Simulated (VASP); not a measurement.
# SiC3 in VASP: how settings move the PBE single point

The PBE single point of an ordered 4-atom cell of SiC3 on the diamond lattice, under +1.7 % biaxial strain in x and y, free along z is repeated with altered inputs. Which of them can be trusted? This is a trial cell built on a prototype, not taken from a measured structure, and it needn't be the compound's ground state.

Program: VASP 6.6.1. PAW datasets, plane waves. (Calculated; spin-unpolarised; the phase may be known or hypothetical.)

### 1 Starting point

The cell comes from an earlier relaxation with r2SCAN in another program, then strained, with the atoms relaxed again.

Space group R3m (No. 160), trigonal; conventional cell a = 2.878 Å, c = 13.965 Å, 8.35 Å³ an atom. Near C stand 3 C at 1.74 Å and 1 Si at 1.88 Å; near C stand 1 C at 1.54 Å and 3 Si at 1.80 Å; near C stand 4 C at 1.54–1.74 Å; near Si stand 4 C at 1.80–1.88 Å.

As a file:

```xyz
4
Lattice="1.4388 0.8307 4.6551 -1.4388 0.8307 4.6551 0.0000 -1.6614 4.6551" Properties=species:S:1:pos:R:3 pbc="T T T"
C     1.4388    0.8307    4.7665
C     0.0000    0.0000    6.8366
C     0.0000    0.0000    5.2973
Si    0.0000    0.0000   12.1940
```

### 2 Baseline

Input file INCAR:

```
ENCUT = 520.000000
SIGMA = 0.020000
EDIFF = 1.00e-07
GGA = PE
PREC = Accurate
IBRION = -1
ISIF = 2
ISMEAR = -1
NBANDS = 16
NELM = 120
NSW = 0
LASPH = .TRUE.
LCHARG = .TRUE.
LELF = .TRUE.
LWAVE = .FALSE.
LREAL = .FALSE.
```

Input file KPOINTS:

```
KPOINTS created by Atomic Simulation Environment
0
Gamma
10 10 10
0 0 0
```

Input file POSCAR:

```
C  Si
 1.0000000000000000
     1.4387886198946001    0.8306849970031174    4.6550861549000002
    -1.4387886198946001    0.8306849970031174    4.6550861549000002
     0.0000000000000000   -1.6613699940062354    4.6550861549000002
 C   Si
   3   1
Cartesian
  1.4387886198945998  0.8306849970031169  4.7664882233418338
 -0.0000000000000000 -0.0000000000000003  6.8365847026714519
  0.0000000000000001 -0.0000000000000003  5.2972643265726633
 -0.0000000000000001 -0.0000000000000005 12.1939512141425208
```

A file KPOINTS_OPT adds named points for the levels; it doesn't enter the self-consistent loop.

Potentials: the recommended PBE PAW datasets, 16 valence electrons.

Launch:

```bash
> mpirun -np 1 vasp_std
```

### 3 Altered input 1

Input file INCAR:

```
ENCUT = 520.000000
EDIFF = 1.00e-07
GGA = PE
PREC = Accurate
IBRION = -1
ISIF = 2
NBANDS = 16
NSW = 0
LASPH = .TRUE.
LCHARG = .FALSE.
LWAVE = .FALSE.
LREAL = .FALSE.
ISMEAR = 1
SIGMA = 0.01
NELM = 92
```

KPOINTS is that of step 2.

POSCAR is that of step 2.

### 4 Altered input 2

Input file INCAR:

```
ENCUT = 520.000000
EDIFF = 1.00e-07
GGA = PE
PREC = Accurate
IBRION = -1
ISIF = 2
NBANDS = 16
NELM = 120
NSW = 0
LASPH = .TRUE.
LCHARG = .FALSE.
LWAVE = .FALSE.
LREAL = .FALSE.
ISMEAR = -5
SIGMA = 0.2
```

Input file KPOINTS:

```
KPOINTS created by Atomic Simulation Environment
0
Monkhorst-Pack
10 10 10
0 0 0
```

POSCAR is that of step 2.

### 5 Altered input 3

Input file INCAR:

```
ENCUT = 520.000000
SIGMA = 0.020000
EDIFF = 1.00e-07
GGA = PE
PREC = Accurate
IBRION = -1
ISIF = 2
ISMEAR = -1
NSW = 0
LASPH = .TRUE.
LCHARG = .FALSE.
LWAVE = .FALSE.
LREAL = .FALSE.
NBANDS = 48
NELM = 64
```

KPOINTS is that of step 2.

POSCAR is that of step 2.

### 6 Altered input 4

Input file INCAR:

```
ENCUT = 520.000000
SIGMA = 0.020000
EDIFF = 1.00e-07
GGA = PE
PREC = Accurate
IBRION = -1
ISIF = 2
ISMEAR = -1
NBANDS = 16
NSW = 0
LASPH = .TRUE.
LCHARG = .FALSE.
LWAVE = .FALSE.
LREAL = .FALSE.
NELM = 62
ALGO = Eigenval
```

KPOINTS is that of step 2.

POSCAR is that of step 2.

What does the calculation give? Wanted: for each run, changed; ending; energy change; pressure; electronic steps; usable.

The runs gave:

| run | changed | ending | energy change (meV/atom) | pressure (GPa) | gap on the mesh (eV; negative: overlap) | electronic steps | time | usable |
| --- | --- | --- | --- | --- | --- | --- | --- | --- |
| ref. | – | converged | 0 | -3.6 | 1.76 | 15 | 3.8 min | yes |
| 1 | ISMEAR = 1, SIGMA = 0.01, NELM = 92 | converged | 0.0 | -3.6 | 1.76 | 15 | 2.9 min | yes |
| 2 | ISMEAR = -5, SIGMA = 0.2, shifted mesh | converged | 0.0 | -3.6 | 1.76 | 15 | 2.9 min | yes |
| 3 | NBANDS = 48, NELM = 64 | converged | 0.0 | -3.6 | 1.76 | 15 | 8.4 min | yes |
| 4 | ALGO = Eigenval | converged | 303762.3 | 3504.0 | -13.46 | – | 22 s | no |

**Reading.** Of 4 altered inputs, 1 ended normally on a faulty or unsound input, 3 gave usable results.
